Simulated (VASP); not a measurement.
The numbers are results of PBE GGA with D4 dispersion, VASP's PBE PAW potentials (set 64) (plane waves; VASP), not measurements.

The input files of a VASP run:

**POSCAR**
```
InSb
1
    0.0000000000     3.3008956345     3.3008956345
    3.3008956345     0.0000000000     3.3008956345
    3.3008956345     3.3008956345     0.0000000000
In Sb
1 1
Direct
  0.0000000000   0.0000000000   0.0000000000
  0.2500000000   0.2500000000   0.2500000000
```

File KPOINTS:
```
Automatic mesh
0
Gamma
10 10 10
0 0 0
```

### INCAR
```
SYSTEM = InSb
PREC = Accurate
ENCUT = 520
EDIFF = 1E-7
NELM = 100
ALGO = Normal
LREAL = .FALSE.
LASPH = .TRUE.
ISMEAR = 1
SIGMA = 0.1
GGA = PE
IVDW = 13
LMAXMIX = 4
LWAVE = .FALSE.
LCHARG = .FALSE.
ISIF = 2
```

POTCAR, in this order: In_d Sb (PBE.64 set). Program: vasp_std.

Question: What will the output report for the number of irreducible k-points (NKPTS), largest plane-wave count, number of space-group operations, FFT grid (NGX, NGY, NGZ)?

Answer: 
```yaml
number of irreducible k-points (NKPTS): 47
largest_plane_wave_count: 1964
number_of_space_group_operations: 24
FFT grid (NGX, NGY, NGZ): 36 × 36 × 36
```

The compound is InSb in the zinc blende structure. This cell is one point of a volume scan, at 1.03 of the reference volume.
